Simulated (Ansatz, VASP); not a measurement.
# Cross-check of VSi2N4 (VSi2N4 monolayer) between VASP and Ansatz, part 2 of 2

Wanted: the spread between two codes on one cell, functional and k mesh. The structure shown is the start of the Ansatz relaxation below; VASP solves that cell, so the two are compared at the walk's first step.

VASP 6.6.1 and Ansatz 0.2.0.

So far: Starting point; Ansatz: relaxation, r2SCAN with D4.

**3. VASP: single point, r2SCAN with D4, start cell**

Level of this step: r2SCAN with D4, spin-polarised from a ferromagnetic start; plane waves and PAW (N, Si, V_sv) (VASP).

The same cell, functional, mesh and smearing now go to VASP, with its own data sets.

Lines of VASP's logs that name or quote its potential files are left out, and so is its time.

INCAR

```
SYSTEM = VSi2N4
PREC = Accurate
ENCUT = 580
EDIFF = 1E-06
NELM = 200
ISMEAR = -1
SIGMA = 0.05
LREAL = .FALSE.
ALGO = Normal
METAGGA = R2SCAN
IVDW = 13
VDW_S6 = 1
VDW_S8 = 0.6018749
VDW_A1 = 0.51559235
VDW_A2 = 5.77342911
LASPH = .TRUE.
NBANDS = 32
ISPIN = 2
MAGMOM = 0 -0.06 -0.06 0 0 0 0.81
LMAXMIX = 4
LORBIT = 11
LWAVE = .FALSE.
LCHARG = .FALSE.
ISIF = 2
LDIPOL = .TRUE.
IDIPOL = 3
DIPOL = 0.5 0.5 0.5
LVHAR = .TRUE.
GGA_COMPAT = .FALSE.
NELMDL = -8
LMIXTAU = .TRUE.
KPAR = 2
```

POSCAR

```
VSi2N4
1.0
    2.9200000000      0.0000000000      0.0000000000
   -1.4600000000      2.5287940000      0.0000000000
    0.0000000000      0.0000000000     44.6308140000
N Si V
4 2 1
Direct
    0.0000000000      0.0000000000      0.4234742391
    0.3333333992      0.6666667985      0.4732029311
    0.3333333992      0.6666667985      0.5267970689
    0.0000000000      0.0000000000      0.5765257609
    0.3333333992      0.6666667985      0.4339923534
    0.3333333992      0.6666667985      0.5660076466
    0.0000000000      0.0000000000      0.5000000000
```

KPOINTS

```
Automatic mesh
0
Gamma
12 12 1
0 0 0
```

The projector-augmented-wave data sets are N, Si and V_sv (PBE family, release 64).

The run is started by

```
$ mpirun -np 2 vasp_std
```

Numbers of over 12 decimals in the logs are rounded to 6 here.

The log of the run:

```text
[banner, memory and clock lines left out]
running    2 mpi-ranks, on    1 nodes
 distrk:  each k-point on    1 cores,    2 groups
 distr:  one band on    1 cores,    1 groups

 POSCAR found type information on POSCAR N SiV
 POSCAR found :  3 types and       7 ions
|                                                                             |
|               ----> ADVICE to this user running VASP <----                  |
|                                                                             |
|     You enforced a specific xc type in the INCAR file but a different       |
|     [... a line on the potential file left out ...]
|     I HOPE YOU KNOW WHAT YOU ARE DOING!                                     |
|                                                                             |

 LDA part: xc-table for (None), standard interpolation
 POSCAR, INCAR and KPOINTS ok, starting setup
 FFT: planning ... GRIDC
 FFT: planning ... GRID_SOFT
 FFT: planning ... GRID
 WAVECAR not read
 entering main loop
       N       E                     dE             d eps       ncg     rms          rms(c)
DAV:   1     0.338160636942E+03    0.33816E+03   -0.20163E+04  2944   0.108E+03
DAV:   2    -0.512910393083E+02   -0.38945E+03   -0.37485E+03  3352   0.280E+02
DAV:   3    -0.993368042982E+02   -0.48046E+02   -0.47515E+02  3016   0.972E+01
DAV:   4    -0.100821330253E+03   -0.14845E+01   -0.14801E+01  3200   0.208E+01
DAV:   5    -0.100849318044E+03   -0.27988E-01   -0.27982E-01  3192   0.254E+00
DAV:   6    -0.100849959290E+03   -0.64125E-03   -0.64122E-03  3240   0.424E-01
DAV:   7    -0.100849979669E+03   -0.20379E-04   -0.20379E-04  3224   0.648E-02
DAV:   8    -0.100849980409E+03   -0.73997E-06   -0.73996E-06  3128   0.127E-02    0.352E+01
DAV:   9    -0.871945571458E+02    0.13655E+02   -0.81320E+01  2872   0.589E+01    0.267E+01
DAV:  10    -0.870432996819E+02    0.15126E+00   -0.14990E+02  3264   0.828E+01    0.189E+01
DAV:  11    -0.824805286634E+02    0.45628E+01   -0.75723E+00  2944   0.196E+01    0.808E+00
DAV:  12    -0.823305307350E+02    0.15000E+00   -0.34352E+00  3032   0.119E+01    0.249E+00
DAV:  13    -0.815838931004E+02    0.74664E+00   -0.22151E-01  2968   0.321E+00    0.165E+00
DAV:  14    -0.810999656742E+02    0.48393E+00   -0.11395E-01  3032   0.223E+00    0.121E+00
[...]
DAV:  60    -0.761621206922E+02   -0.62856E-05   -0.35378E-07  1832   0.563E-03    0.735E-03
DAV:  61    -0.761621285570E+02   -0.78648E-05   -0.84495E-07  1912   0.848E-03    0.735E-03
DAV:  62    -0.761621150177E+02    0.13539E-04   -0.70447E-07  1864   0.694E-03    0.735E-03
DAV:  63    -0.761621050211E+02    0.99966E-05   -0.45569E-07  1888   0.559E-03    0.735E-03
DAV:  64    -0.761621029384E+02    0.20827E-05   -0.36934E-07  1752   0.544E-03    0.735E-03
DAV:  65    -0.761621080467E+02   -0.51083E-05   -0.67916E-07  1824   0.748E-03    0.736E-03
DAV:  66    -0.761621042379E+02    0.38088E-05   -0.50668E-07  1816   0.608E-03    0.736E-03
DAV:  67    -0.761621039983E+02    0.23955E-06   -0.50046E-08  1752   0.203E-03
   1 F= -.76819170E+02 E0= -.76819163E+02  d E =-.140098E-04  mag=     1.0000
```

OUTCAR, selected parts (step 3):

```text
ion  position               nearest neighbor table
   1  0.000  0.000  0.423-   5 1.75   5 1.75   5 1.75
   2  0.333  0.667  0.473-   5 1.75   7 2.07   7 2.07   7 2.07
   3  0.333  0.667  0.527-   6 1.75   7 2.07   7 2.07   7 2.07
   4  0.000  0.000  0.577-   6 1.75   6 1.75   6 1.75
   5  0.333  0.667  0.434-   1 1.75   1 1.75   2 1.75   1 1.75
   6  0.333  0.667  0.566-   4 1.75   4 1.75   3 1.75   4 1.75
   7  0.000  0.000  0.500-   2 2.07   3 2.07   2 2.07   3 2.07   2 2.07   3 2.07

  LATTYP: Found a hexagonal cell.
 ALAT       =     2.9200000000
 C/A-ratio  =    15.2845253425

 Subroutine GETGRP returns: Found 12 space group operations
 (whereof 12 operations were pure point group operations)

The static configuration has the point symmetry D_3h.

 Found     19 irreducible k-points:

   k-points           NKPTS =     19   k-points in BZ     NKDIM =     19   number of bands    NBANDS=     32

   dimension x,y,z NGX =    24 NGY =   24 NGZ =  360
   dimension x,y,z NGXF=    48 NGYF=   48 NGZF=  720

   ENCUT  =  580.0 eV  42.63 Ry    6.53 a.u.   5.73  5.73 87.64*2*pi/ulx,y,z

   NELECT =      41.0000    total number of electrons

 k-points in reciprocal lattice and weights: Automatic mesh
   0.00000000  0.00000000  0.00000000       0.007
   0.08333333 -0.00000000  0.00000000       0.042
   0.16666667  0.00000000  0.00000000       0.042
   0.25000000  0.00000000  0.00000000       0.042
   0.33333333  0.00000000  0.00000000       0.042
   0.41666667  0.00000000  0.00000000       0.042
   0.50000000  0.00000000  0.00000000       0.021
   0.08333333  0.08333333  0.00000000       0.042
   0.16666667  0.08333333  0.00000000       0.083
[...]
0.33333333  0.25000000  0.00000000       0.083
   0.33333333  0.33333333  0.00000000       0.014

 dipolmoment           0.000000      0.000000      0.000000 electrons x Angstroem

 average (electrostatic) potential at core
       1 -74.1440       2 -73.4669       3 -73.4669       4 -74.1440       5 -95.5691
       6 -95.5691       7 -88.5040

 E-fermi :  -2.4469

 spin component 1
 k-point     1 :       0.0000    0.0000    0.0000
  band No.  band energies     occupation
    ...
     17      -5.7803      1.00000
     18      -4.5182      1.00000
     19      -4.3292      1.00000
     20      -4.3292      1.00000
     21      -2.8060      0.99924
     22      -0.0566      0.00000
     23      -0.0566      0.00000
     24       0.0072      0.00000
     25       0.0072      0.00000
     26       1.8089      0.00000
    ...

 k-point     2 :       0.0833   -0.0000    0.0000
  band No.  band energies     occupation
    ...
     17      -5.6894      1.00000
     18      -4.6427      1.00000
     19      -4.4524      1.00000
     20      -4.2758      1.00000
     21      -2.8690      0.99978
     22      -0.2106      0.00000
     23      -0.1289      0.00000
     24      -0.0764      0.00000
     25       0.1367      0.00000
     26       2.1768      0.00000
    ...

 k-point     3 :       0.1667    0.0000    0.0000
  band No.  band energies     occupation
    ...
     17      -5.4388      1.00000
     18      -4.9555      1.00000
     19      -4.7575      1.00000
     20      -4.3592      1.00000
     21      -3.1223      1.00000
     22      -0.4327      0.00000
     23      -0.3288      0.00000
     24      -0.0801      0.00000
     25       0.4470      0.00000
     26       2.7609      0.00000
    ...

 k-point     4 :       0.2500    0.0000    0.0000
  band No.  band energies     occupation
    ...
     17      -5.4043      1.00000
     18      -5.1205      1.00000
     19      -5.0822      1.00000
     20      -4.5617      1.00000
     21      -3.4417      1.00000
     22      -0.6395      0.00000
     23      -0.6025      0.00000
     24       0.1285      0.00000
     25       0.7928      0.00000
     26       2.5180      0.00000
    ...

 k-point     5 :       0.3333    0.0000    0.0000
  band No.  band energies     occupation
    ...
     17      -5.5294      1.00000
     18      -5.4405      1.00000
     19      -4.7527      1.00000
     20      -4.7016      1.00000
     21      -3.5867      1.00000
     22      -0.8795      0.00000
     23      -0.8746      0.00000
     24       0.3922      0.00000
     25       1.0723      0.00000
     26       1.6855      0.00000
    ...

 k-point     6 :       0.4167    0.0000    0.0000
  band No.  band energies     occupation
    ...
     17      -5.6545      1.00000
     18      -5.2979      1.00000
     19      -4.9030      1.00000
     20      -4.4027      1.00000
     21      -3.5578      1.00000
     22      -1.1085      0.00000
     23      -1.0746      0.00000
     24       0.5205      0.00000
     25       1.0032      0.00000
     26       1.2441      0.00000
    ...

  DFT-D4 for vdW energy calculation

  Edisp (eV):   -0.65707

  Total      -5.83797    -5.83797    -2.84904     0.00000     0.00000     0.00000
  in kB     -28.38190   -28.38189   -13.85092     0.00000     0.00000     0.00000
  external pressure =      -23.54 kB  Pullay stress =        0.00 kB

  energy-cutoff  :      580.00
  volume of cell :      329.56
      direct lattice vectors                 reciprocal lattice vectors
     2.920000000  0.000000000  0.000000000     0.342465753  0.197722709  0.000000000
    -1.460000000  2.528794000  0.000000000     0.000000000  0.395445418  0.000000000
     0.000000000  0.000000000 44.630814000     0.000000000  0.000000000  0.022406044

 POSITION                                       TOTAL-FORCE (eV/Angst)
 -----------------------------------------------------------------------------------
      0.00000      0.00000     18.90000        -0.000000      0.000000     -0.439314
     -0.00000      1.68586     21.11943         0.000000      0.000000      0.955375
     -0.00000      1.68586     23.51138         0.000000      0.000000     -0.955375
      0.00000      0.00000     25.73081        -0.000000      0.000000      0.439314
     -0.00000      1.68586     19.36943        -0.000000     -0.000000      0.608978
     -0.00000      1.68586     25.26138        -0.000000     -0.000000     -0.608978
      0.00000      0.00000     22.31541        -0.000000      0.000000      0.000000
 -----------------------------------------------------------------------------------
    total drift:                               -0.000000     -0.000411      0.000000

  FREE ENERGIE OF THE ION-ELECTRON SYSTEM (eV)
  ---------------------------------------------------
  free  energy   TOTEN  =       -76.8191703514 eV

  energy  without entropy=      -76.8191563416  energy(sigma->0) =      -76.81916335

 vacuum level on the upper side and lower side of the slab         2.920         2.920

 total charge
# of ion       s       p       d       tot
------------------------------------------
    1        1.229   2.716   0.000   3.945
    2        1.256   2.550   0.000   3.806
    3        1.256   2.550   0.000   3.806
    4        1.229   2.716   0.000   3.945
    5        0.668   0.968   0.000   1.636
    6        0.668   0.968   0.000   1.636
    7        2.254   6.281   2.933  11.468
--------------------------------------------------
tot          8.560  18.748   2.933  30.242

 magnetization (x)
# of ion       s       p       d       tot
------------------------------------------
    1        0.000  -0.001   0.000  -0.001
    2       -0.005  -0.076   0.000  -0.081
    3       -0.005  -0.076   0.000  -0.081
    4        0.000  -0.001   0.000  -0.001
    5        0.003   0.004   0.000   0.007
    6        0.003   0.004   0.000   0.007
    7        0.011   0.018   1.034   1.064
--------------------------------------------------
tot          0.006  -0.128   1.034   0.913

[... 6 further parts left out ...]
```

The cell holds one magnetic atom, so no antiferromagnetic order fits into it. The gap is read on the k-mesh alone, so it is an upper bound where the band edges lie off the mesh. The PAW data sets were made with PBE, which is usual practice but a small mismatch for other functionals.

**4. Side by side**

Known differences besides the potentials themselves: VASP starts from the moments at which Ansatz ended; VASP keeps PBE cores, Ansatz makes them for the functional; Ansatz cuts the interaction across the vacuum, VASP repeats the sheet with a dipole correction; the cutoff is 500 eV in Ansatz and 580 eV in VASP. Total energies have different zeros and are not compared.

Forces (eV/Å; atoms numbered as in POSCAR):

```csv
atom,"Ansatz x, y, z","VASP x, y, z"
N1,"0.000, 0.000, -0.447","0.000, 0.000, -0.439"
N2,"0.000, 0.000, 0.995","0.000, 0.000, 0.955"
N3,"0.000, 0.000, -0.995","0.000, 0.000, -0.955"
N4,"0.000, 0.000, 0.447","0.000, 0.000, 0.439"
Si5,"0.000, 0.000, 0.632","0.000, 0.000, 0.609"
Si6,"0.000, 0.000, -0.632","0.000, 0.000, -0.609"
V7,"0.000, 0.000, 0.000","0.000, 0.000, 0.000"
```

The forces differ by 14 meV/Å r.m.s., which is 3.8 % of the r.m.s. force of 0.375 eV/Å (both taken over all components). Moments aren't recorded for both runs of this pair, so they may hold unlike magnetic states. With vacuum in the cell, a pressure given here is an average over mostly empty space and none of the material.

**5. Results**

| Quantity | Value |
| --- | --- |
| r.m.s. force difference (single point, r2SCAN with D4, start cell) | 3.8 % of the r.m.s. force |

**Reading.** The r.m.s. force difference is 3.8 % of the r.m.s. force (single point, r2SCAN with D4, start cell), beyond the 3 % picked in this series as the mark of a large difference. What causes the difference of the single point, r2SCAN with D4, start cell pair stays open here. Such differences can come from data sets, numerical settings and the points named under the comparisons, not from the functional's error against experiment.

[Lines on the potential files, build, host, timing and source positions are cut from VASP's logs without a mark.]

[Logs are printed without paths, hosts, clocks, repeated set-up lines and the standing remarks that a program may print on its own settings, such as how far it seeks lower states.]

[Hosts, paths, dates, database ids (printed as entryN), source tags and the programs' standing remarks are cut or masked in the printed files.]
